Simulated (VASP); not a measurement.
Consider the following.

```yaml
crystal:
  lattice:
    - [0.00000, 2.43565, 2.43565]
    - [2.43565, 0.00000, 2.43565]
    - [2.43565, 2.43565, 0.00000]
  atoms:
    - { symbol: B, position: [0.00000, 0.00000, 0.00000] }
    - { symbol: As, position: [0.25000, 0.25000, 0.25000] }
```

Calculation: PBEsol GGA, VASP's PBE PAW potentials (set 64) (plane waves; VASP). Settings: 520 eV cut-off, 10×10×10 Γ-centred mesh, Gaussian smearing of 0.050 eV, potentials B As.

The job: BAs (zinc blende), 2 atoms, PBEsol, static run, 520 eV, 10×10×10 Γ-centred mesh. Roughly how much core time does it take on a busy server core?

About 7 core-seconds (one run on a shared machine, a rough figure). It had 47 irreducible k-points, 8 bands, up to 794 plane waves and 13 electronic steps.

The compound is BAs in the zinc blende structure. This cell is one point of a volume scan, at 1.06 of the reference volume.
